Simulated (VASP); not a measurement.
# O on W(110): binding against coverage, part 5 of 10

Aim: adsorption energy and work function of O on W(110) from low coverage to a full layer.

VASP 6.6.1, plane waves and PAW; the level of theory is named at each step.

So far. Step 9 (The vacuum level, cell 2 x 2, k-mesh 5×5×1): The vacuum level lies 4.83 eV above the Fermi level at the upper face; the two faces differ by 0.11 eV, the step that the slab's dipole of -0.018 e·Å makes. Step 10 (Relaxing the adsorbate, coverage 1/4, k-mesh 5×5×1): The run ended after 16 ionic steps, 0.252 eV below its first step, once the forces on the free atoms met EDIFFG = -0.03.

## 11. The vacuum level with the adsorbate, coverage 1/4, k-mesh 5×5×1

Level of this step: PBE, no spin polarisation; plane waves and PAW (W, O) (VASP).

INCAR

```
SYSTEM = W16O
PREC = Normal
ENCUT = 440
EDIFF = 1E-06
NELM = 120
ISMEAR = 1
SIGMA = 0.15
LREAL = Auto
ALGO = Fast
GGA = PE
NBANDS = 68
LASPH = .TRUE.
LORBIT = 11
LWAVE = .FALSE.
LCHARG = .FALSE.
KPAR = 2
NCORE = 4
IDIPOL = 3
LDIPOL = .TRUE.
DIPOL = 0.5 0.5 0.512
LVHAR = .TRUE.
LVACPOTAV = .TRUE.
```

POSCAR

```
W16O
1.0
    6.3441166968      0.0000000000      0.0000000000
    3.1720583484      4.4859679369      0.0000000000
    0.0000000000      0.0000000000     21.7289519054
W O
16 1
Selective dynamics
Direct
    0.7500000000      0.5000000000      0.3451616100  F F F
    0.2500000000      0.5000000000      0.3451616100  F F F
    0.7500000000      0.0000000000      0.3451616100  F F F
    0.2500000000      0.0000000000      0.3451616100  F F F
    0.0000000000      0.0000000000      0.4483872000  F F F
    0.5000000000      0.0000000000      0.4483872000  F F F
    0.0000000000      0.5000000000      0.4483872000  F F F
    0.5000000000      0.5000000000      0.4483872000  F F F
    0.7510412620      0.4998567109      0.5528868863  T T T
    0.2491020271      0.4998567109      0.5528868863  T T T
    0.7520096078      0.9959807844      0.5501035470  T T T
    0.2503241531      0.9993516937      0.5523196317  T T T
    0.0000757105      0.9981902658      0.6548679388  T T T
    0.5017340238      0.9981902658      0.6548679388  T T T
    0.9908575261      0.5182849479      0.6526661049  T T T
    0.5144830104      0.4710339792      0.6484013154  T T T
    0.1844702188      0.1310595623      0.7083900151  T T T
```

KPOINTS

```
Automatic mesh
0
Gamma
5 5 1
0 0 0
```

PAW data sets: W and O (PBE family, release 64).

Command:

```bash
mpirun -np 8 vasp_std
```

Log:

```text
[... set-up lines as in an earlier step ...]
 entering main loop
       N       E                     dE             d eps       ncg     rms          rms(c)
DAV:   1     0.503051933958E+03    0.50305E+03   -0.36474E+04  1224   0.107E+03
DAV:   2    -0.146637637405E+03   -0.64969E+03   -0.61665E+03  1696   0.263E+02
DAV:   3    -0.214292522407E+03   -0.67655E+02   -0.65236E+02  1480   0.818E+01
DAV:   4    -0.219291188086E+03   -0.49987E+01   -0.49174E+01  1960   0.189E+01
[...]
RMM:  28    -0.205631475375E+03   -0.38404E-05   -0.38280E-07   820   0.137E-03    0.994E-04
RMM:  29    -0.205631477121E+03   -0.17452E-05   -0.24498E-07   691   0.113E-03    0.969E-04
RMM:  30    -0.205631477700E+03   -0.57961E-06   -0.13439E-07   601   0.957E-04
 [... a notice as in an earlier step ...]

   1 F= -.20563148E+03 E0= -.20563228E+03  d E =0.240665E-02
```

Run time: 75 s. Hardware: 8 MPI ranks of AMD EPYC 7R43, shared host; peak memory 1.6 GiB; 9.2 min of CPU time.

From OUTCAR (step 11):

```text
  Total      -22.0542681    -10.9392874     -6.3927355      0.0000000     -0.1580361      0.0000000
  in kB      -57.1395908    -28.3421966    -16.5627029      0.0000000     -0.4094498      0.0000000
  external PRESSURE =     -34.0148301 kB  Pullay stress =       0.0000000 kB

 POSITION                                       TOTAL-FORCE (eV/Angst)
 -----------------------------------------------------------------------------------
      6.34412      2.24298      7.50000        -0.020914      0.041182      0.760143
      3.17206      2.24298      7.50000         0.020914      0.041182      0.760143
      4.75809      0.00000      7.50000         0.000000     -0.004600      0.700438
      1.58603      0.00000      7.50000         0.000000     -0.069586      0.537087
      0.00000      0.00000      9.74298        -0.057602      0.036711     -0.592261
      3.17206      0.00000      9.74298         0.057602      0.036711     -0.592261
      1.58603      2.24298      9.74298         0.000000     -0.169029     -0.793043
      4.75809      2.24298      9.74298         0.000000      0.110193     -0.795395
      6.35027      2.24234     12.01365         0.003683      0.003546     -0.004826
      3.16591      2.24234     12.01365        -0.003683      0.003546     -0.004826
      7.93015      4.46794     11.95317        -0.000000     -0.006210     -0.003513
      4.75809      4.48306     12.00133         0.000000     -0.002676      0.006784
      3.16680      4.47785     14.22959        -0.002995     -0.014858      0.001620
      6.34938      4.47785     14.22959         0.002995     -0.014858      0.001620
[...]
-----------------------------------------------------------------------------------
    total drift:                                0.000146      0.009944      0.018719

  FREE ENERGIE OF THE ION-ELECTRON SYSTEM (eV)
  ---------------------------------------------------
  free  energy   TOTEN  =      -205.6314777001 eV

  energy  without entropy=     -205.6338843505  energy(sigma->0) =     -205.63227992

[... 2 parts as in an earlier step ...]

[... 1 further part left out ...]
[key lines of the parts left out:]
E-fermi :   0.5353
```

At the end the adsorbate's closest contact with the slab is O-W at 2.06 Å, 1.70 Å to the side of the slab's atom, and its lowest atom lies 1.16 Å above the highest atom of the slab.

The vacuum level lies 4.79 eV above the Fermi level at the upper face; the two faces differ by 0.22 eV, the step that the slab's dipole of -0.035 e·Å makes.

VASP counts the dipole in electrons times Å, so a positive number points the physical dipole along −c.

The program found no field-free point at its default tolerance, but its printed level agrees with the flat part of the planar average.

## 12. Relaxing the adsorbate, coverage 2/4, k-mesh 5×5×1

System of this step: W8O (W(110)). The cell holds 18 atoms: 16 W and 2 O. Cell: a = 6.344 Å, b = 5.494 Å, c = 21.729 Å, α = 90.0°, β = 90.0°, γ = 54.7°. It derives from W. 2 O over hollow sites of a 2 x 2 cell of W(110). Vacuum lies along c.

INCAR

```
SYSTEM = W8O
PREC = Normal
ENCUT = 440
EDIFF = 1E-05
NELM = 120
ISMEAR = 1
SIGMA = 0.15
LREAL = Auto
ALGO = Fast
GGA = PE
NBANDS = 72
LASPH = .TRUE.
LORBIT = 11
LWAVE = .FALSE.
LCHARG = .FALSE.
KPAR = 2
NCORE = 4
IBRION = 2
NSW = 45
ISIF = 2
EDIFFG = -0.03
POTIM = 0.4
MAXMIX = 40
IDIPOL = 3
LDIPOL = .TRUE.
DIPOL = 0.5 0.5 0.522
```

POSCAR

```
W8O
1.0
    6.3441166968      0.0000000000      0.0000000000
    3.1720583484      4.4859679369      0.0000000000
    0.0000000000      0.0000000000     21.7289519054
W O
16 2
Selective dynamics
Direct
    0.7500000000      0.5000000000      0.3451616100  F F F
    0.2500000000      0.5000000000      0.3451616100  F F F
    0.7500000000      0.0000000000      0.3451616100  F F F
    0.2500000000      0.0000000000      0.3451616100  F F F
    0.0000000000      0.0000000000      0.4483872000  F F F
    0.5000000000      0.0000000000      0.4483872000  F F F
    0.0000000000      0.5000000000      0.4483872000  F F F
    0.5000000000      0.5000000000      0.4483872000  F F F
    0.7500000000      0.5000000000      0.5520436000  T T T
    0.2500000000      0.5000000000      0.5520436000  T T T
    0.7500000000      0.0000000000      0.5520436000  T T T
    0.2500000000      0.0000000000      0.5520436000  T T T
    0.0000000000      0.0000000000      0.6509945900  T T T
    0.5000000000      0.0000000000      0.6509945900  T T T
    0.0000000000      0.5000000000      0.6509945900  T T T
    0.5000000000      0.5000000000      0.6509945900  T T T
    0.1875000000      0.1250000000      0.7039193700  T T T
    0.6875000000      0.1250000000      0.7039193700  T T T
```

KPOINTS is that of step 11.

Command:

```bash
mpirun -np 8 vasp_std
```

Log:

```text
[banner, memory and clock lines left out]
running    8 mpi-ranks, on    1 nodes
[...]
LDA part: xc-table for (Slater+PW92), standard interpolation
 POSCAR, INCAR and KPOINTS ok, starting setup
[...]
entering main loop
       N       E                     dE             d eps       ncg     rms          rms(c)
DAV:   1     0.561012792615E+03    0.56101E+03   -0.39330E+04  1304   0.108E+03
DAV:   2    -0.147744151130E+03   -0.70876E+03   -0.67363E+03  1784   0.275E+02
DAV:   3    -0.224422246195E+03   -0.76678E+02   -0.73994E+02  1600   0.875E+01
DAV:   4    -0.229389430400E+03   -0.49672E+01   -0.48933E+01  2048   0.193E+01
[...]
RMM:  26    -0.214160467197E+03   -0.26806E-04   -0.18963E-06   631   0.349E-03    0.280E-03
RMM:  27    -0.214160511976E+03   -0.44779E-04   -0.35044E-06   718   0.402E-03    0.143E-03
RMM:  28    -0.214160514046E+03   -0.20696E-05   -0.65094E-07   439   0.269E-03
   1 F= -.21416051E+03 E0= -.21416378E+03  d E =-.214161E+03
[... from here on, the cycles between the ionic steps are left out ...]
   2 F= -.21441386E+03 E0= -.21441802E+03  d E =-.253343E+00
   3 F= -.21443393E+03 E0= -.21443846E+03  d E =-.273412E+00
   4 F= -.21448933E+03 E0= -.21449376E+03  d E =-.554009E-01
   5 F= -.21450126E+03 E0= -.21450529E+03  d E =-.673342E-01
   6 F= -.21452138E+03 E0= -.21452486E+03  d E =-.201227E-01
   7 F= -.21452180E+03 E0= -.21452519E+03  d E =-.205435E-01
   8 F= -.21452629E+03 E0= -.21452970E+03  d E =-.448395E-02
   9 F= -.21452861E+03 E0= -.21453203E+03  d E =-.680843E-02
  10 F= -.21453108E+03 E0= -.21453444E+03  d E =-.246563E-02
  11 F= -.21453122E+03 E0= -.21453457E+03  d E =-.260302E-02
  12 F= -.21453217E+03 E0= -.21453546E+03  d E =-.951617E-03
  13 F= -.21453218E+03 E0= -.21453547E+03  d E =-.961677E-03
  14 F= -.21453272E+03 E0= -.21453602E+03  d E =-.544754E-03
 trial-energy change:   -0.000545  1 .order   -0.000525   -0.000896   -0.000155
 step:   2.0223(harm=  2.0223)  dis= 0.00534  next Energy=  -214.532718 (dE=-0.542E-03)
 reached required accuracy - stopping structural energy minimisation
```

Wall time 5.6 min (8 MPI ranks); peak memory 1.7 GiB.

Parts of OUTCAR (step 12):

```text
  Total      -20.3799989     -6.9051457     -6.9962774      0.0000000     -0.2619916      0.0000000
  in kB      -52.8017884    -17.8902877    -18.1263973      0.0000000     -0.6787844      0.0000000
  external PRESSURE =     -29.6061578 kB  Pullay stress =       0.0000000 kB

 POSITION                                       TOTAL-FORCE (eV/Angst)
 -----------------------------------------------------------------------------------
      6.34412      2.24298      7.50000        -0.000000      0.080766      0.822454
      3.17206      2.24298      7.50000        -0.000000      0.080766      0.822454
      4.75809      0.00000      7.50000        -0.000000     -0.055501      0.644887
      1.58603      0.00000      7.50000        -0.000000     -0.055501      0.644887
      0.00000      0.00000      9.74298         0.000000     -0.015806     -0.579601
      3.17206      0.00000      9.74298         0.000000     -0.015806     -0.579601
      1.58603      2.24298      9.74298         0.000000      0.003223     -0.915134
      4.75809      2.24298      9.74298         0.000000      0.003223     -0.915134
      6.34412      2.23020     12.01056         0.000000     -0.007551      0.012717
      3.17206      2.23020     12.01056         0.000000     -0.007551      0.012717
      7.93015      4.46345     11.98093         0.000000      0.018904      0.014979
      4.75809      4.46345     11.98093         0.000000      0.018904      0.014979
      3.17206      4.40040     14.24134         0.000000     -0.009308      0.016494
      6.34412      4.40040     14.24134         0.000000     -0.009308      0.016494
[...]
-----------------------------------------------------------------------------------
    total drift:                                0.000089     -0.016078      0.020987

  FREE ENERGIE OF THE ION-ELECTRON SYSTEM (eV)
  ---------------------------------------------------
  free  energy   TOTEN  =      -214.5327215571 eV

  energy  without entropy=     -214.5426042126  energy(sigma->0) =     -214.53601578

[... 2 parts as in an earlier step ...]

[... 2 further parts left out ...]
[key lines of the parts left out:]
E-fermi :   0.5728
```

Step by step:

| step | energy less that of the first step (eV) | largest force (eV/Å) |
| --- | --- | --- |
| 1 | 0.0000 | 1.4151 |
| 2 | -0.2533 | 0.6492 |
| 3 | -0.2734 | 0.5662 |
| 4 | -0.3288 | 0.3917 |
| 5 | -0.3407 | 0.4825 |
| 6 | -0.3609 | 0.1278 |
| 7 | -0.3613 | 0.1416 |
| 8 | -0.3658 | 0.0938 |
| 9 | -0.3681 | 0.1427 |
| 10 | -0.3706 | 0.0778 |
| 11 | -0.3707 | 0.0889 |
| 12 | -0.3717 | 0.0435 |
| 13 | -0.3717 | 0.0447 |
| 14 | -0.3722 | 0.0241 |

The atoms that moved most (Å):

| atom | dx | dy | dz | length |
| --- | --- | --- | --- | --- |
| O18 | 0.000 | 0.095 | 0.119 | 0.152 |
| O17 | 0.000 | 0.095 | 0.119 | 0.152 |
| W13 | 0.000 | -0.086 | 0.096 | 0.129 |
| W14 | 0.000 | -0.086 | 0.096 | 0.129 |
| W15 | 0.000 | -0.025 | -0.011 | 0.027 |
| W16 | 0.000 | -0.025 | -0.011 | 0.027 |
| W12 | 0.000 | -0.023 | -0.014 | 0.027 |
| W11 | 0.000 | -0.023 | -0.014 | 0.027 |

The relaxed structure:

```xyz
18
Lattice="6.3441 0.0000 0.0000 3.1721 4.4860 0.0000 0.0000 0.0000 21.7290" Properties=species:S:1:pos:R:3
W     6.3441    2.2430    7.5000
W     3.1721    2.2430    7.5000
W     4.7581    0.0000    7.5000
W     1.5860    0.0000    7.5000
W     0.0000    0.0000    9.7430
W     3.1721    0.0000    9.7430
W     1.5860    2.2430    9.7430
W     4.7581    2.2430    9.7430
W     6.3441    2.2302   12.0106
W     3.1721    2.2302   12.0106
W     4.7581   -0.0225   11.9809
W     1.5860   -0.0225   11.9809
W     0.0000   -0.0856   14.2413
W     3.1721   -0.0856   14.2413
W     1.5860    2.2182   14.1344
W     4.7581    2.2182   14.1344
O     1.5860    0.6556   15.4143
O     4.7581    0.6556   15.4143
```

The run ended after 14 ionic steps, 0.372 eV below its first step, once the forces on the free atoms met EDIFFG = -0.03.

## 13. The vacuum level with the adsorbate, coverage 2/4, k-mesh 5×5×1

INCAR

```
SYSTEM = W8O
PREC = Normal
ENCUT = 440
EDIFF = 1E-06
NELM = 120
ISMEAR = 1
SIGMA = 0.15
LREAL = Auto
ALGO = Fast
GGA = PE
NBANDS = 72
LASPH = .TRUE.
LORBIT = 11
LWAVE = .FALSE.
LCHARG = .FALSE.
KPAR = 2
NCORE = 4
IDIPOL = 3
LDIPOL = .TRUE.
DIPOL = 0.5 0.5 0.523
LVHAR = .TRUE.
LVACPOTAV = .TRUE.
```

POSCAR

```
W8O
1.0
    6.3441166968      0.0000000000      0.0000000000
    3.1720583484      4.4859679369      0.0000000000
    0.0000000000      0.0000000000     21.7289519054
W O
16 2
Selective dynamics
Direct
    0.7500000000      0.5000000000      0.3451616100  F F F
    0.2500000000      0.5000000000      0.3451616100  F F F
    0.7500000000      0.0000000000      0.3451616100  F F F
    0.2500000000      0.0000000000      0.3451616100  F F F
    0.0000000000      0.0000000000      0.4483872000  F F F
    0.5000000000      0.0000000000      0.4483872000  F F F
    0.0000000000      0.5000000000      0.4483872000  F F F
    0.5000000000      0.5000000000      0.4483872000  F F F
    0.7514253840      0.4971492320      0.5527443949  T T T
    0.2514253840      0.4971492320      0.5527443949  T T T
    0.7525093313      0.9949813374      0.5513810529  T T T
    0.2525093313      0.9949813374      0.5513810529  T T T
    0.0095368242      0.9809263517      0.6554085042  T T T
    0.5095368242      0.9809263517      0.6554085042  T T T
    0.0027622792      0.4944754416      0.6504884686  T T T
    0.5027622792      0.4944754416      0.6504884686  T T T
    0.1769297601      0.1461404798      0.7093887541  T T T
    0.6769297601      0.1461404798      0.7093887541  T T T
```

KPOINTS is that of step 12.

Command:

```bash
mpirun -np 8 vasp_std
```

Log:

```text
[... set-up lines as in an earlier step ...]
 entering main loop
       N       E                     dE             d eps       ncg     rms          rms(c)
DAV:   1     0.554355878443E+03    0.55436E+03   -0.39280E+04  1304   0.108E+03
DAV:   2    -0.147412800404E+03   -0.70177E+03   -0.66843E+03  1776   0.274E+02
DAV:   3    -0.224868770692E+03   -0.77456E+02   -0.74805E+02  1600   0.872E+01
DAV:   4    -0.229802197178E+03   -0.49334E+01   -0.48538E+01  2056   0.192E+01
[...]
RMM:  28    -0.214532724453E+03   -0.41539E-05   -0.39063E-07   897   0.150E-03    0.130E-03
RMM:  29    -0.214532725743E+03   -0.12897E-05   -0.18252E-07   703   0.111E-03    0.107E-03
RMM:  30    -0.214532726291E+03   -0.54815E-06   -0.11261E-07   645   0.959E-04
 [... a notice as in an earlier step ...]

   1 F= -.21453273E+03 E0= -.21453602E+03  d E =0.986784E-02
```

Wall time 71 s (8 MPI ranks); peak memory 1.6 GiB.

OUTCAR, selected parts (step 13):

```text
  Total      -20.3783657     -6.9015905     -7.0042163      0.0000000     -0.2624469      0.0000000
  in kB      -52.7975570    -17.8810766    -18.1469660      0.0000000     -0.6799640      0.0000000
  external PRESSURE =     -29.6085332 kB  Pullay stress =       0.0000000 kB

 POSITION                                       TOTAL-FORCE (eV/Angst)
 -----------------------------------------------------------------------------------
      6.34412      2.24298      7.50000         0.000000      0.080801      0.822828
      3.17206      2.24298      7.50000         0.000000      0.080801      0.822828
      4.75809      0.00000      7.50000         0.000000     -0.055482      0.645116
      1.58603      0.00000      7.50000         0.000000     -0.055482      0.645116
      0.00000      0.00000      9.74298         0.000000     -0.016060     -0.579952
      3.17206      0.00000      9.74298         0.000000     -0.016060     -0.579952
      1.58603      2.24298      9.74298         0.000000      0.002907     -0.915523
      4.75809      2.24298      9.74298         0.000000      0.002907     -0.915523
      6.34412      2.23020     12.01056         0.000000     -0.005933      0.011625
      3.17206      2.23020     12.01056         0.000000     -0.005933      0.011625
      7.93015      4.46345     11.98093        -0.000000      0.018962      0.015511
      4.75809      4.46345     11.98093        -0.000000      0.018962      0.015511
      3.17206      4.40040     14.24134        -0.000000     -0.010049      0.016580
      6.34412      4.40040     14.24134        -0.000000     -0.010049      0.016580
[...]
-----------------------------------------------------------------------------------
    total drift:                                0.000088     -0.016002      0.020027

  FREE ENERGIE OF THE ION-ELECTRON SYSTEM (eV)
  ---------------------------------------------------
  free  energy   TOTEN  =      -214.5327262909 eV

  energy  without entropy=     -214.5425941338  energy(sigma->0) =     -214.53601557

[... 2 parts as in an earlier step ...]

[... 1 further part left out ...]
[key lines of the parts left out:]
E-fermi :   0.5732
```

At the end the adsorbate's closest contact with the slab is O-W at 2.02 Å, 1.56 Å to the side of the slab's atom, and its lowest atom lies 1.17 Å above the highest atom of the slab.

The vacuum level lies 5.14 eV above the Fermi level at the upper face; the two faces differ by 0.17 eV, the step that the slab's dipole of 0.027 e·Å makes.

VASP counts the dipole in electrons times Å, so a positive number points the physical dipole along −c.

The program found no field-free point at its default tolerance, but its printed level agrees with the flat part of the planar average.

(Part 5 of 10 ends here.)

[Lines on the potential files, build, host, timing and source positions are cut from VASP's logs without a mark.]

[Logs are printed without paths, hosts, clocks, repeated set-up lines and the standing remarks that a program may print on its own settings, such as how far it seeks lower states.]

[Hosts, paths, dates, database ids (printed as entryN), source tags and the programs' standing remarks are cut or masked in the printed files.]

[Runs that stopped without an error message from VASP are left out.]
